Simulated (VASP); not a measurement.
The input files of a VASP run:

### INCAR
```
SYSTEM=AlN
PREC=Accurate; ENCUT=620; LREAL=.False.
LASPH=.True.
EDIFF=1E-6; NELM=100; ALGO=Normal
ISMEAR=0; SIGMA=0.05
IBRION=2; NSW=40; ISIF=3
EDIFFG=-0.02; PSTRESS=450
LWAVE=.False.; LCHARG=.False.
```

File POSCAR:
```
AlN
1.0
  0.0000000000   2.0924400682   2.0924400682
  2.0924400682   0.0000000000   2.0924400682
  2.0924400682   2.0924400682   0.0000000000
Al N
1 1
direct
  0.0000000000   0.0000000000   0.0000000000
  0.2500000000   0.2500000000   0.2500000000
```

**KPOINTS**
```
Automatic mesh
0
Gamma
11 11 11
0 0 0
```

POTCAR, in this order: Al N (LDA.64 set). Program: vasp_std.

### Question
Translate this LDA calculation to Quantum ESPRESSO's pw.x.

### Answer
One equivalent input (not run):
```
&CONTROL
  calculation = 'vc-relax'
  pseudo_dir = './pseudo'
  outdir = './out'
  tprnfor = .true.
  tstress = .true.
  nstep = 40
  forc_conv_thr = 0.00078
/
&SYSTEM
  ibrav = 0
  nat = 2
  ntyp = 2
  ecutwfc = 84
  occupations = 'smearing'
  smearing = 'gaussian'
  degauss = 0.003675
  input_dft = 'pz'
/
&ELECTRONS
  conv_thr = 7.3e-08
  electron_maxstep = 100
/
&IONS
/
&CELL
  press = 450
/
ATOMIC_SPECIES
  Al 26.982 Al.upf
  N 14.007 N.upf
CELL_PARAMETERS angstrom
     0.0000000    2.0924401    2.0924401
     2.0924401    0.0000000    2.0924401
     2.0924401    2.0924401    0.0000000
ATOMIC_POSITIONS crystal
  Al   0.0000000  0.0000000  0.0000000
  N    0.2500000  0.2500000  0.2500000
K_POINTS automatic
  11 11 11 0 0 0
```
What does not carry over: the potentials are each code's own (VASP's PAW set, PseudoDojo norm-conserving files in pw.x), so ENCUT and ecutwfc are chosen apart and not converted; conv_thr bounds pw.x's estimated SCF error, while EDIFF bounds the energy change between steps; forc_conv_thr acts on force components and is met together with etot_conv_thr.

The compound is AlN in the zinc blende structure, a metastable form; wurtzite is the usual one. This run relaxes it under an external pressure of 45 GPa. Symmetry was kept, so distortions that lower it aren't found.
